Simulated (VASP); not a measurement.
Input of a VASP 6.6.1 run:

The input INCAR:

```
PREC = Normal ; ENCUT = 520
EDIFF = 1E-4 ; ISMEAR = 0
SIGMA = 0.15 ; LREAL = F
LASPH = T ; NELM = 60
ALGO = Fast ; ISIF = 3
LWAVE = F ; LCHARG = F
GGA = PE ; IBRION = 2
NSW = 24 ; EDIFFG = -0.08
```

Contents of KPOINTS:

```
regular mesh
0
Gamma
  4 4 4
```

File POSCAR:

```
SnTeS4
1.0
   -2.9000000000      2.9000000000      4.4500000000
    2.9000000000     -2.9000000000      4.4500000000
    2.9000000000      2.9000000000     -4.4500000000
Sn Te S
1 1 4
Direct
    0.2500000000      0.7500000000      0.5000000000
    0.0000000000      0.0000000000      0.0000000000
    0.0900000000      0.1200000000      0.4900000000
    0.4000000000      0.9100000000      0.0300000000
    0.6300000000      0.6000000000      0.5100000000
    0.8800000000      0.3700000000      0.9700000000
```

Potentials or basis: VASP PAW PBE potentials, release 64 (Sn_d, Te, S).

Command:

```console
$ cat potpaw_PBE.64/Sn_d/POTCAR potpaw_PBE.64/Te/POTCAR potpaw_PBE.64/S/POTCAR > POTCAR
$ mpirun -np 1 vasp_std > vasp.out
```

Task: Estimate the relaxed volume.

Result: 33.65 Å³/atom.

Task: Predict the band gap on the k mesh.

Result: 1.30 eV, indirect (least direct gap 1.50 eV).

Task: Predict the space group after relaxing (to 0.05 Å).

Result: I-4 (No. 82).

Stress tensor (GPa, compression positive):
```
 0.01  0.00  0.00
 0.00  0.01  0.00
 0.00  0.00 -0.34
```

Caveat: the volume moved by over 15 % at a fixed basis, so the end points are rough; spin-orbit coupling is left out, which moves the levels of the heavy elements. A k mesh can miss the band edges.
